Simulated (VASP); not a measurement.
Input:

```yaml
crystal:
  lattice:
    - [6.19897, 0.00000, 0.00000]
    - [0.00000, 6.19897, 0.00000]
    - [0.00000, 0.00000, 6.19897]
  atoms:
    - { symbol: Cs, position: [0.00000, 0.00000, 0.00000] }
    - { symbol: Sn, position: [0.50000, 0.50000, 0.50000] }
    - { symbol: I, position: [0.50000, 0.00000, 0.50000] }
    - { symbol: I, position: [0.00000, 0.50000, 0.50000] }
    - { symbol: I, position: [0.50000, 0.50000, 0.00000] }
```

Computed with PBE GGA with D4 dispersion, VASP's PBE PAW potentials (set 64) (plane waves; VASP). Run with 520 eV cut-off, 4×4×4 Γ-centred mesh, tetrahedra with Blöchl corrections, potentials Cs_sv Sn_d I.

The cores are frozen, which limits the accuracy of field gradients.

Problem. Give the principal components of the electric field gradient (V/Å²) and the asymmetry η at each nucleus.

Solution. 
```tsv
atom	Vxx	Vyy	Vzz	η
Cs1	0.0	0.0	0.0	-
Sn2	0.0	0.0	0.0	-
I3	-181.9	-181.9	363.7	0.00
I4	-181.9	-181.9	363.7	0.00
I5	-181.9	-181.9	363.7	0.00
```

The compound is CsSnI3 in the cubic perovskite structure, the ideal cubic form; the compound distorts at low or room temperature. It was relaxed first.
